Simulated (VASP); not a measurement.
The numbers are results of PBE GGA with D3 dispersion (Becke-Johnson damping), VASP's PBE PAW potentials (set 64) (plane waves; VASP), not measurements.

VASP ran on this input.

File POSCAR:
```
Rh
1.0
  0.0000000000   1.8850970000   1.8850970000
  1.8850970000   0.0000000000   1.8850970000
  1.8850970000   1.8850970000   0.0000000000
Rh
1
direct
  0.0000000000   0.0000000000   0.0000000000
```

**KPOINTS**
```
Automatic mesh
0
G
12 12 12
0.5 0.5 0.5
```

**INCAR**
```
ALGO = Normal
EDIFF = 1E-6
EDIFFG = -0.01
ENCUT = 300
GGA = PE
IBRION = 2
ISIF = 3
ISMEAR = 0
IVDW = 12
LASPH = .True.
LCHARG = .False.
LMAXMIX = 4
LREAL = .False.
LWAVE = .False.
NELM = 100
NSW = 50
PREC = Accurate
SIGMA = 0.1
SYSTEM = Rh
```

POTCAR, in this order: Rh_pv (PBE.64 set). Program: vasp_std.

Output

### OUTCAR
```
 ion  position               nearest neighbor table
   1  0.000  0.000  0.000-
  LATTYP: Found a face centered cubic cell.
 ALAT       =     3.7701940000
 Subroutine PRICEL returns:
 Original cell was already a primitive cell.
 Subroutine GETGRP returns: Found 48 space group operations
The static configuration has the point symmetry O_h .
The dynamic configuration has the point symmetry O_h .
 Subroutine INISYM returns: Found 48 space group operations
 Subroutine IBZKPT returns following result:
 Found    182 irreducible k-points:

 Following reciprocal coordinates:
            Coordinates               Weight
  0.041667  0.041667  0.041667      8.000000
  0.125000  0.041667  0.041667     24.000000
  0.208333  0.041667  0.041667     24.000000
  0.291667  0.041667  0.041667     24.000000
  0.375000  0.041667  0.041667     24.000000
  0.458333  0.041667  0.041667     24.000000
 -0.458333  0.041667  0.041667     24.000000
 -0.375000  0.041667  0.041667     24.000000
 -0.291667  0.041667  0.041667     24.000000
 -0.208333  0.041667  0.041667     24.000000
 -0.125000  0.041667  0.041667     24.000000
 -0.041667  0.041667  0.041667     24.000000
  0.125000  0.125000  0.041667     24.000000
  0.208333  0.125000  0.041667     48.000000
  0.291667  0.125000  0.041667     48.000000
  0.375000  0.125000  0.041667     48.000000
  0.458333  0.125000  0.041667     48.000000
 -0.458333  0.125000  0.041667     48.000000
 -0.375000  0.125000  0.041667     48.000000
 -0.291667  0.125000  0.041667     48.000000
 -0.208333  0.125000  0.041667     48.000000
 -0.125000  0.125000  0.041667     48.000000
 -0.041667  0.125000  0.041667     48.000000
  0.208333  0.208333  0.041667     24.000000
  0.291667  0.208333  0.041667     48.000000
  0.375000  0.208333  0.041667     48.000000
  0.458333  0.208333  0.041667     48.000000
 -0.458333  0.208333  0.041667     48.000000
 -0.375000  0.208333  0.041667     48.000000
 -0.291667  0.208333  0.041667     48.000000
 -0.208333  0.208333  0.041667     48.000000
 -0.125000  0.208333  0.041667     48.000000
 -0.041667  0.208333  0.041667     48.000000
  0.291667  0.291667  0.041667     24.000000
  0.375000  0.291667  0.041667     48.000000
  0.458333  0.291667  0.041667     48.000000
 -0.458333  0.291667  0.041667     48.000000
 -0.375000  0.291667  0.041667     48.000000
 -0.291667  0.291667  0.041667     48.000000
 -0.208333  0.291667  0.041667     48.000000
   k-points           NKPTS =    182   k-points in BZ     NKDIM =    182   number of bands    NBANDS=     11
   number of dos      NEDOS =    301   number of ions     NIONS =      1
   total plane-waves  NPLWV =   4096
   dimension x,y,z NGX =    16 NGY =   16 NGZ =   16
   dimension x,y,z NGXF=    32 NGYF=   32 NGZF=   32
   ions per type =               1
   PREC   = accura    normal or accurate (medium, high low for compatibility)
   ISTART =      0    job   : 0-new  1-cont  2-samecut
   ICHARG =      2    charge: 1-file 2-atom 10-const
   ISPIN  =      1    spin polarized calculation?
   LNONCOLLINEAR =      F non collinear calculations
   LSORBIT =      F    spin-orbit coupling
   INIWAV =      1    electr: 0-lowe 1-rand  2-diag
   ENCUT  =  300.0 eV  22.05 Ry    4.70 a.u.   3.77  3.77  3.77*2*pi/ulx,y,z
   NELM   =    100;   NELMIN=  2; NELMDL= -5     # of ELM steps
   EDIFF  = 0.1E-05   stopping-criterion for ELM
   LREAL  =      F    real-space projection
   NLSPLINE    = F    spline interpolate recip. space projectors
   LMAXMIX     =    4 max onsite mixed and CHGCAR
   VOSKOWN=      0    Vosko Wilk Nusair interpolation
...
```

File OSZICAR:
```
       N       E                     dE             d eps       ncg     rms          rms(c)
DAV:   1     0.725531919910E+02    0.72553E+02   -0.70472E+03  4195   0.988E+02
DAV:   2    -0.687257974408E+01   -0.79426E+02   -0.75942E+02  4172   0.297E+02
DAV:   3    -0.772128637974E+01   -0.84871E+00   -0.84644E+00  4631   0.352E+01
DAV:   4    -0.772555960983E+01   -0.42732E-02   -0.42728E-02  4334   0.247E+00
DAV:   5    -0.772562005477E+01   -0.60445E-04   -0.60444E-04  4573   0.262E-01    0.107E+01
DAV:   6    -0.726504519576E+01    0.46057E+00   -0.10268E+00  4181   0.151E+01    0.395E+00
DAV:   7    -0.724471517011E+01    0.20330E-01   -0.24156E-02  4523   0.202E+00    0.180E+00
DAV:   8    -0.724089970101E+01    0.38155E-02   -0.34668E-03  4160   0.948E-01    0.202E-01
DAV:   9    -0.724078610615E+01    0.11359E-03   -0.66049E-05  4658   0.125E-01    0.148E-02
DAV:  10    -0.724078845633E+01   -0.23502E-05   -0.17597E-06  3621   0.168E-02    0.183E-03
DAV:  11    -0.724078842212E+01    0.34214E-07   -0.16817E-07  2230   0.594E-03
   1 F= -.79057752E+01 E0= -.79026337E+01  d E =-.790578E+01
       N       E                     dE             d eps       ncg     rms          rms(c)
DAV:   1    -0.837423424538E+01   -0.11334E+01   -0.16290E+01  4157   0.675E+01    0.721E+00
DAV:   2    -0.726321824339E+01    0.11110E+01   -0.28166E+00  4106   0.246E+01    0.214E+00
DAV:   3    -0.726105724592E+01    0.21610E-02   -0.20942E-02  4343   0.174E+00    0.123E+00
DAV:   4    -0.726396593188E+01   -0.29087E-02   -0.55016E-03  4286   0.958E-01    0.176E-01
DAV:   5    -0.726423683285E+01   -0.27090E-03   -0.19794E-04  4643   0.150E-01    0.547E-02
DAV:   6    -0.726421298427E+01    0.23849E-04   -0.15611E-05  4118   0.611E-02    0.251E-03
DAV:   7    -0.726421288745E+01    0.96819E-07   -0.68776E-08  2797   0.305E-03
   2 F= -.78892511E+01 E0= -.78857492E+01  d E =0.165242E-01
       N       E                     dE             d eps       ncg     rms          rms(c)
DAV:   1    -0.779391784017E+01   -0.52970E+00   -0.77865E+00  4181   0.453E+01    0.567E+00
DAV:   2    -0.726060765672E+01    0.53331E+00   -0.12843E+00  4139   0.170E+01    0.858E-01
DAV:   3    -0.725507153741E+01    0.55361E-02   -0.17936E-02  4343   0.180E+00    0.534E-01
DAV:   4    -0.725635601563E+01   -0.12845E-02   -0.31481E-03  4277   0.726E-01    0.577E-02
DAV:   5    -0.725643930387E+01   -0.83288E-04   -0.52986E-05  4661   0.809E-02    0.234E-02
DAV:   6    -0.725641028382E+01    0.29020E-04   -0.61640E-06  4163   0.389E-02    0.178E-03
DAV:   7    -0.725641034704E+01   -0.63219E-07   -0.56342E-08  2350   0.335E-03
   3 F= -.79093320E+01 E0= -.79060905E+01  d E =-.355681E-02
```

OUTCAR:
```
------------------------ aborting loop because EDIFF is reached ----------------------------------------
 Edisp (eV)   -0.65292
  FORCE on cell =-STRESS in cart. coord.  units (eV):
  Direction    XX          YY          ZZ          XY          YZ          ZX
  --------------------------------------------------------------------------------------
  Total      -0.00293    -0.00293    -0.00293     0.00000     0.00000    -0.00000
  in kB      -0.34401    -0.34401    -0.34401     0.00000     0.00000    -0.00000
  external pressure =       -0.34 kB  Pullay stress =        0.00 kB
  volume of cell :       13.64
      direct lattice vectors                 reciprocal lattice vectors
     0.000000000  1.896177789  1.896177789    -0.263688354  0.263688354  0.263688354
     1.896177789  0.000000000  1.896177789     0.263688354 -0.263688354  0.263688354
     1.896177789  1.896177789  0.000000000     0.263688354  0.263688354 -0.263688354
 POSITION                                       TOTAL-FORCE (eV/Angst)
 -----------------------------------------------------------------------------------
      0.00000      0.00000      0.00000         0.000000      0.000000     -0.000000
 -----------------------------------------------------------------------------------
    total drift:                                0.000000      0.000000      0.000000
  FREE ENERGIE OF THE ION-ELECTRON SYSTEM (eV)
  ---------------------------------------------------
  free  energy   TOTEN  =        -7.9093320424 eV

  energy  without entropy=       -7.9028490390  energy(sigma->0) =       -7.90609054

 reached required accuracy - stopping structural energy minimisation
```
(Selected blocks of OUTCAR.)

File CONTCAR:
```
Rh
   1.00000000000000
     0.0000000000000000    1.8961777893427714    1.8961777893427714
     1.8961777893427714    0.0000000000000000    1.8961777893427714
     1.8961777893427714    1.8961777893427714    0.0000000000000000
  Rh
     1
Direct
     0.0000000000000000    0.0000000000000000    0.0000000000000000
```

At this cut-off the stress carries a Pulay error, which pulls relaxed volumes low.

The structure comes from a computed database's Rh entry; how it stands against other phases isn't given here. This run relaxes it. Symmetry was kept, so distortions that lower it aren't found. The run is one of a series of settings (EDIFFG = -0.01, IBRION = 2, ISIF = 3, IVDW = 12, NSW = 50 against the base run), some of them coarse on purpose.
